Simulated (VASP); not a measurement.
## CsCrN: single point with PBE

Crystal: CsCrN.

```
Cs Cr N
1.0
     3.95227    0.00000    0.00000
     0.00000    3.95227    0.00000
     0.00000    0.00000    3.03354
Cs Cr N
1 1 1
Direct
  0.50000 0.50000 0.00000
  0.50000 0.50000 0.50000
  0.00000 0.00000 0.00000
```

The cell was built by a generator and needn't be a form met in nature.

| Quantity | Value |
| --- | --- |
| Program | VASP 6.6.1 |
| Task | single point |
| Functional | PBE |
| Potentials or basis | VASP PAW PBE potentials, release 64 (Cs_sv, Cr_pv, N) |
| Cutoff | 520 eV |
| k mesh | 7 × 7 × 9 |
| Occupations | fermi-dirac, width 0.05 eV |
| Spin | collinear spin, ferromagnetic start |
| Starting moments | [0.0, 3.0, 0.0] μB |
| Further INCAR settings | ALGO = Normal; EDIFF = 1e-07; NBANDS = 24 |

```yaml
Pressure: 319.3 GPa
Band_gap_on_the_k_mesh: none (metal or under the smearing width)
Net_moment: 0.01 μB per cell
All_electrons_inside_the_program's_atomic_spheres: Cs 8.17; Cr 15.58; N 3.36
```

Stress tensor (GPa, compression positive):
```
-10.33   0.00   0.00
  0.00 -10.33   0.00
  0.00   0.00 978.68
```

Levels at points of the mesh, in eV from the Fermi level:
Spin up:
| k point | band 9 | band 10 | band 11 | band 12 | band 13 | band 14 | band 15 | band 16 | band 17 | band 18 |
| --- | --- | --- | --- | --- | --- | --- | --- | --- | --- | --- |
| (0.00, 0.00, 0.00) | -5.06 | -4.14 | -2.26 | -0.87 | -0.61 | -0.61 | -0.28 | 2.33 | 5.91 | 6.96 |
Spin down:
| k point | band 9 | band 10 | band 11 | band 12 | band 13 | band 14 | band 15 | band 16 | band 17 | band 18 |
| --- | --- | --- | --- | --- | --- | --- | --- | --- | --- | --- |
| (0.00, 0.00, 0.00) | -5.06 | -4.14 | -2.27 | -0.83 | -0.64 | -0.64 | -0.25 | 2.35 | 5.90 | 6.96 |

Run time: 90 s on 1 thread of Intel(R) Xeon(R) 6975P-C (Granite Rapids), with other jobs on the host, peak memory 0.23 GiB.

Caveat: the starting moments collapsed, and a magnetic state may lie lower; a pressure of tens of GPa on the cell as given is suspect, and the run, the potentials or the cell itself is likely at fault. With open d or f shells a metallic result of PBE can be an artefact of self-interaction; +U or a hybrid may open a gap.
